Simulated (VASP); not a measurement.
Level of theory: PBE GGA, VASP's PBE PAW potentials (set 64) (plane waves; VASP 6.6.1).

A VASP calculation is set up with these files.

INCAR:
```
SYSTEM = RuAl
PREC = Accurate; ENCUT = 150; LREAL = F
LASPH = T
EDIFF = 1E-6; NELM = 100; ALGO = Normal
LMAXMIX = 4
ISMEAR = 0; SIGMA = 0.5
GGA = PE
ISIF = 2
LWAVE = F; LCHARG = F
```

KPOINTS:
```
kpoints
0
Gamma
8 8 8
0.5 0.5 0.5
```

**POSCAR**
```
RuAl
1
    2.9900000000     0.0000000000     0.0000000000
    0.0000000000     2.9900000000     0.0000000000
    0.0000000000     0.0000000000     2.9900000000
Al Ru
1 1
Direct
  0.4968740000   0.5033170000   0.4972960000
  0.0031260000  -0.0033170000   0.0027040000
```

POTCAR, in this order: Al Ru_pv (PBE.64 set). Program: vasp_std.

Output of the run:

**OUTCAR**
```
 ion  position               nearest neighbor table
   1  0.497  0.503  0.497-   2 2.56   2 2.58   2 2.58   2 2.58   2 2.60   2 2.60   2 2.60   2 2.62
  LATTYP: Found a simple cubic cell.
 ALAT       =     2.9900000000
 Subroutine PRICEL returns:
 Original cell was already a primitive cell.
 Subroutine GETGRP returns: Found  1 space group operations
The static configuration has the point symmetry C_1 .
The dynamic configuration has the point symmetry C_1 .
 Subroutine INISYM returns: Found  1 space group operations
 Subroutine IBZKPT returns following result:
 Found    256 irreducible k-points:

 Following reciprocal coordinates:
            Coordinates               Weight
  0.062500  0.062500  0.062500      2.000000
 -0.062500  0.062500  0.062500      2.000000
 -0.062500 -0.062500  0.062500      2.000000
  0.062500 -0.062500  0.062500      2.000000
  0.187500  0.062500  0.062500      2.000000
  0.062500  0.187500  0.062500      2.000000
  0.062500  0.062500  0.187500      2.000000
 -0.062500  0.187500  0.062500      2.000000
 -0.187500  0.062500  0.062500      2.000000
 -0.062500  0.062500  0.187500      2.000000
...
```

OSZICAR:
```
       N       E                     dE             d eps       ncg     rms          rms(c)
DAV:   1     0.151932308679E+02    0.15193E+02   -0.53380E+03  8316   0.485E+02
DAV:   2    -0.122110526265E+02   -0.27404E+02   -0.26361E+02  7256   0.138E+02
DAV:   3    -0.123799451173E+02   -0.16889E+00   -0.16854E+00  7076   0.960E+00
DAV:   4    -0.123804844897E+02   -0.53937E-03   -0.53935E-03  6760   0.535E-01
DAV:   5    -0.123804902848E+02   -0.57951E-05   -0.57943E-05  7096   0.451E-02    0.317E+01
DAV:   6    -0.101409968049E+02    0.22395E+01   -0.98470E+00  6448   0.311E+01    0.592E+00
DAV:   7    -0.997348895252E+01    0.16751E+00   -0.42591E-01  6608   0.508E+00    0.481E+00
DAV:   8    -0.992094521184E+01    0.52544E-01   -0.96676E-02  6976   0.314E+00    0.291E-01
DAV:   9    -0.992077883102E+01    0.16638E-03   -0.18070E-03  7532   0.279E-01    0.145E-01
DAV:  10    -0.992077943745E+01   -0.60644E-06   -0.29998E-05  6868   0.457E-02    0.232E-02
DAV:  11    -0.992078246580E+01   -0.30283E-05   -0.21267E-06  6472   0.104E-02    0.936E-03
DAV:  12    -0.992078184654E+01    0.61926E-06   -0.21154E-07  3128   0.485E-03
   1 F= -.99207818E+01 E0= -.98399028E+01  d E =-.161758E+00
```

### OUTCAR
```
------------------------ aborting loop because EDIFF is reached ----------------------------------------
  FORCE on cell =-STRESS in cart. coord.  units (eV):
  Direction    XX          YY          ZZ          XY          YZ          ZX
  --------------------------------------------------------------------------------------
  Total      -58.6019955    -58.6026326    -58.6007229     -0.0089657     -0.0077679      0.0073261
  in kB    -3512.4441094  -3512.4822962  -3512.3678284     -0.5373809     -0.4655849      0.4391042
  external PRESSURE =   -3512.4314113 kB  Pullay stress =       0.0000000 kB
  volume of cell :       26.73
      direct lattice vectors                 reciprocal lattice vectors
     2.990000000  0.000000000  0.000000000     0.334448161  0.000000000  0.000000000
     0.000000000  2.990000000  0.000000000     0.000000000  0.334448161  0.000000000
     0.000000000  0.000000000  2.990000000     0.000000000  0.000000000  0.334448161
 POSITION                                       TOTAL-FORCE (eV/Angst)
 -----------------------------------------------------------------------------------
      1.48565      1.50492      1.48692         0.146595     -0.155540      0.126821
      0.00935      2.98008      0.00808        -0.146595      0.155540     -0.126821
 -----------------------------------------------------------------------------------
    total drift:                               -0.000010      0.000022      0.000018
  FREE ENERGIE OF THE ION-ELECTRON SYSTEM (eV)
  ---------------------------------------------------
  free  energy   TOTEN  =        -9.9207818465 eV

  energy  without entropy=       -9.7590237767  energy(sigma->0) =       -9.83990281
```
(Selected blocks of OUTCAR.)

At this cut-off the stress carries a Pulay error, which pulls relaxed volumes low.

The structure is a typed RuAl crystal. The cell was not relaxed at this level, atoms are displaced from their ideal sites. The run is one of a series of settings (ENCUT = 150, SIGMA = 0.5, KPOINTS 8×8×8 Γ-centred mesh shifted by (0.5, 0.5, 0.5) against the base run), some of them coarse on purpose. The electron count is odd and the run is not spin-polarised, which forces a metal.
